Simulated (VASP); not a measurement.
MgTe (wurtzite): the band gap from VASP (plane waves, PAW) at several levels of theory. Gaps are without spin-orbit coupling. Each level names its cell: its own relaxed one, PBE's, or the starting one. A gap is the smallest over the k-mesh and a band path; hybrids may have named points in place of the path, and GW has the mesh alone. mBJ is a potential without an energy functional, so only the levels count. The mesh is coarse and the basis finite, so the quasiparticle values are not converged.

| level | band gap (eV) |
|---|---|
| LDA (own cell) | 2.46 |
| PBE (own cell) | 2.36 |
| PBEsol (own cell) | 2.39 |
| mBJ (TB09) (PBE cell) | 3.43 |
| HSE06 (PBE cell) | 3.13 |
| G0W0@PBE (starting cell) | 3.95 |

The cell of the LDA (own cell) run:

```
CELL_PARAMETERS angstrom
      2.25411    -3.90423     0.00000
      2.25411     3.90423     0.00000
      0.00000     0.00000     7.33393
ATOMIC_POSITIONS crystal
  Mg 0.66667 0.33333 0.49984
  Mg 0.33333 0.66667 0.99984
  Te 0.66667 0.33333 0.87616
  Te 0.33333 0.66667 0.37616
```

Only levels that ran to the end are used. Left out are those held back, those with too coarse a band path, GW runs whose mesh misses a band edge, hybrids' fits of cells that aren't cubic and levels without matching references; a question may draw on a part of the rest.

The compound is MgTe in the wurtzite structure.
